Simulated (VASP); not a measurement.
The system is Be4H.

```
Be H
1.0
     3.00202    0.00000    0.00000
    -1.50101    2.59982    0.00000
     0.00000    0.00000    4.55428
Be H
4 1
Direct
  0.50000 0.00000 0.00000
  0.00000 0.50000 0.00000
  0.50000 0.50000 0.00000
  0.00000 0.00000 0.50000
  0.00000 0.00000 0.00000
```

The cell was built by a generator and needn't be a form met in nature.

| Quantity | Value |
| --- | --- |
| Program | VASP 6.6.1 |
| Task | relaxation of cell and atoms |
| Functional | PBE |
| Potentials or basis | VASP PAW PBE potentials, release 64 (Be, H) |
| Cutoff | 600 eV |
| k mesh | 10 × 10 × 6 |
| Occupations | gaussian, width 0.05 eV |
| Spin | no spin polarisation |

At the start: pressure 99.6 GPa; volume 7.11 Å³/atom.

How do energy, volume and symmetry change on relaxing?

Over 17 steps the energy falls by 2128.8 meV/atom and the volume is 8.56 Å³/atom (+20.4 %); space group P6/mmm (No. 191, to 0.05 Å).

The path:
| step | energy change (eV) | largest force (eV/Å) | pressure (GPa) | volume (Å³) |
| --- | --- | --- | --- | --- |
| 1 | 0.0000 | 0.0000 | 99.60 | 35.54 |
| 2 | -8.7123 | 0.0000 | -5.36 | 61.34 |
| 3 | -8.7153 | 0.0000 | -5.74 | 61.70 |
| 4 | -9.1446 | 0.0000 | -5.67 | 58.11 |
| 5 | -10.1991 | 0.0000 | -1.51 | 47.13 |
| 6 | 1.2309 | 0.0000 | 167.00 | 24.12 |
| 7 | -10.2748 | 0.0000 | -0.76 | 46.10 |
| 8 | -10.0935 | 0.0000 | 20.71 | 35.27 |
| 9 | -10.5025 | 0.0000 | 2.63 | 42.67 |
| 10 | -10.5393 | 0.0000 | 9.24 | 38.99 |
| 11 | -10.5729 | 0.0000 | 6.26 | 40.42 |
| 12 | -10.6273 | 0.0000 | -0.31 | 42.71 |
| 13 | -10.6394 | 0.0000 | 1.55 | 41.98 |
| 14 | -10.6395 | 0.0000 | 1.35 | 42.05 |
| 15 | -10.6395 | 0.0000 | 1.44 | 42.02 |
| 16 | -10.6439 | 0.0000 | 0.20 | 42.71 |
| 17 | -10.6440 | 0.0000 | 0.06 | 42.80 |

Final structure:
```
Be H
1.0
     4.22293    0.00000    0.00000
    -2.11146    3.65716    0.00000
     0.00000    0.00000    2.77120
Be H
4 1
Direct
  0.50000 0.00000 0.00000
  0.00000 0.50000 0.00000
  0.50000 0.50000 0.00000
  0.00000 0.00000 0.50000
  0.00000 0.00000 0.00000
```

Caveat: the volume moved by over 15 % at a fixed basis, so the end points are rough.
